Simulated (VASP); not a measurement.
Calculation: TPSS meta-GGA, VASP's PBE PAW potentials (set 64) (plane waves; VASP 6.6.1).

A VASP calculation is set up with these files.

**INCAR**
```
! general
SYSTEM =GaN
PREC   =Accurate
ENCUT  =520   ! plane-wave cut-off (eV)
LREAL  =.FALSE.   ! projection in real space or not
LASPH  =.TRUE.   ! aspherical one-centre terms

! electronic loop
EDIFF  =1E-7   ! SCF stop (eV)
NELM   =100
ALGO   =Normal
LMAXMIX=4
LMIXTAU=.TRUE.

! smearing
ISMEAR =-5

! functional
METAGGA=TPSS

! ions
ISIF   =2   ! forces and stress, cell fixed

! output
LWAVE  =.FALSE.
LCHARG =.FALSE.
LORBIT =11   ! lm-projected
NEDOS  =601   ! DOS grid

! other
LEFG   =.TRUE.
```

File KPOINTS:
```
kpoints
0
gamma
9 9 5
0 0 0
```

File POSCAR:
```
GaN
10.4353570
  0.1536199703  -0.2660775900   0.0000000000
  0.1536199703   0.2660775900   0.0000000000
  0.0000000000   0.0000000000   0.4999999902
Ga N
2 2
Cart
  0.1536199703  -0.0886927074   0.2500245737
  0.1536199703   0.0886927074   0.0000245786
  0.1536199703  -0.0886927074   0.4384754128
  0.1536199703   0.0886927074   0.1884754177
```

KPOINTS_OPT:
```
k-points along high-symmetry lines
6
Line-mode
Reciprocal
  0.000000   0.000000   0.000000 ! GAMMA
  0.000000   0.500000   0.000000 ! M

  0.000000   0.500000   0.000000 ! M
 -0.333333   0.666667   0.000000 ! K

 -0.333333   0.666667   0.000000 ! K
  0.000000   0.000000   0.000000 ! GAMMA

  0.000000   0.000000   0.000000 ! GAMMA
  0.000000   0.000000   0.500000 ! A

  0.000000   0.000000   0.500000 ! A
  0.000000   0.500000   0.500000 ! L

  0.000000   0.500000   0.500000 ! L
 -0.333333   0.666667   0.500000 ! H

 -0.333333   0.666667   0.500000 ! H
  0.000000   0.000000   0.500000 ! A

  0.000000   0.500000   0.500000 ! L
  0.000000   0.500000   0.000000 ! M

 -0.333333   0.666667   0.500000 ! H
 -0.333333   0.666667   0.000000 ! K
```

POTCAR, in this order: Ga_d N (PBE.64 set). Program: vasp_std.

Output of the run:

### OSZICAR
```
       N       E                     dE             d eps       ncg     rms          rms(c)
DAV:   1     0.259740748293E+03    0.25974E+03   -0.18678E+04  1632   0.307E+03
DAV:   2    -0.509719647697E+01   -0.26484E+03   -0.25788E+03  1678   0.533E+02
DAV:   3    -0.387565460496E+02   -0.33659E+02   -0.33396E+02  1806   0.158E+02
DAV:   4    -0.400232896978E+02   -0.12667E+01   -0.12625E+01  2150   0.324E+01
DAV:   5    -0.400474325851E+02   -0.24143E-01   -0.24115E-01  1802   0.401E+00    0.893E+00
DAV:   6    -0.450631864504E+02   -0.50158E+01   -0.95595E+00  2680   0.444E+01    0.460E+00
DAV:   7    -0.437336085801E+02    0.13296E+01   -0.25489E+00  2680   0.255E+01    0.142E+00
DAV:   8    -0.440049695256E+02   -0.27136E+00   -0.10683E+00  1800   0.101E+01    0.119E+00
DAV:   9    -0.434366903922E+02    0.56828E+00   -0.27258E-01  1768   0.652E+00    0.593E-01
DAV:  10    -0.439146057420E+02   -0.47792E+00   -0.27771E-01  1816   0.818E+00    0.276E-01
DAV:  11    -0.440339985704E+02   -0.11939E+00   -0.32527E-02  1930   0.195E+00    0.165E-01
DAV:  12    -0.440257158062E+02    0.82828E-02   -0.16800E-03  1974   0.409E-01    0.138E-01
DAV:  13    -0.440486000926E+02   -0.22884E-01   -0.47064E-03  2152   0.111E+00    0.395E-02
DAV:  14    -0.440495277336E+02   -0.92764E-03   -0.21716E-03  1882   0.431E-01    0.210E-02
DAV:  15    -0.440500681809E+02   -0.54045E-03   -0.50468E-04  1972   0.167E-01    0.473E-02
DAV:  16    -0.440500910059E+02   -0.22825E-04   -0.27082E-04  2348   0.318E-01    0.586E-03
DAV:  17    -0.440501069395E+02   -0.15934E-04   -0.34967E-05  1636   0.517E-02    0.812E-03
DAV:  18    -0.440501151959E+02   -0.82563E-05   -0.65509E-06  2164   0.346E-02    0.411E-03
DAV:  19    -0.440501192747E+02   -0.40788E-05   -0.10626E-06  2088   0.999E-03    0.193E-03
DAV:  20    -0.440501176445E+02    0.16302E-05   -0.37068E-07  1488   0.717E-03    0.621E-04
DAV:  21    -0.440501199280E+02   -0.22835E-05   -0.91528E-08  1056   0.505E-03    0.301E-04
DAV:  22    -0.440501188947E+02    0.10332E-05   -0.28590E-08   876   0.202E-03    0.519E-04
DAV:  23    -0.440501194875E+02   -0.59277E-06   -0.14349E-08   810   0.301E-03    0.200E-04
DAV:  24    -0.440501192920E+02    0.19549E-06   -0.39990E-09   798   0.750E-04    0.974E-05
DAV:  25    -0.440501193082E+02   -0.16194E-07   -0.88022E-10   810   0.445E-04
   1 F= -.44050119E+02 E0= -.44050119E+02  d E =0.000000E+00
       N       E                     dE             ncg
       N       E                     dE             ncg
```

File OUTCAR:
```
------------------------ aborting loop because EDIFF is reached ----------------------------------------
  FORCE on cell =-STRESS in cart. coord.  units (eV):
  Direction    XX          YY          ZZ          XY          YZ          ZX
  --------------------------------------------------------------------------------------
  Total       -0.0047268     -0.0047268      0.0071125      0.0000000     -0.0000000      0.0000000
  in kB       -0.1630422     -0.1630422      0.2453339      0.0000000     -0.0000000      0.0000000
  external PRESSURE =      -0.0269168 kB  Pullay stress =       0.0000000 kB
  volume of cell :       46.45
      direct lattice vectors                 reciprocal lattice vectors
     1.603079233 -2.776614641  0.000000000     0.311899743 -0.180075403  0.000000000
     1.603079233  2.776614641  0.000000000     0.311899743  0.180075403  0.000000000
     0.000000000  0.000000000  5.217678398     0.000000000  0.000000000  0.191656121
  FREE ENERGIE OF THE ION-ELECTRON SYSTEM (eV)
  ---------------------------------------------------
  free  energy   TOTEN  =       -44.0501193082 eV

  energy  without entropy=      -44.0501193082  energy(sigma->0) =      -44.05011931

 total charge

# of ion       s       p       d       tot
------------------------------------------
    1        0.764   0.854  10.179  11.797
    2        0.764   0.854  10.179  11.797
    3        1.236   2.525   0.000   3.761
    4        1.236   2.525   0.000   3.761
--------------------------------------------------
tot          4.001   6.756  20.359  31.117

 Electric field gradients after diagonalization (V/A^2)
 (convention: |V_zz| > |V_xx| > |V_yy|)
----------------------------------------------------------------------
 ion       V_xx      V_yy      V_zz     asymmetry (V_yy - V_xx)/ V_zz
----------------------------------------------------------------------
   1      -2.238    -2.229     4.467       0.002
   2      -2.238    -2.229     4.467       0.002
   3      -0.435    -0.432     0.868       0.003
   4      -0.435    -0.433     0.868       0.003
```
(Selected blocks of OUTCAR.)

The compound is GaN in the wurtzite structure. It was relaxed first.
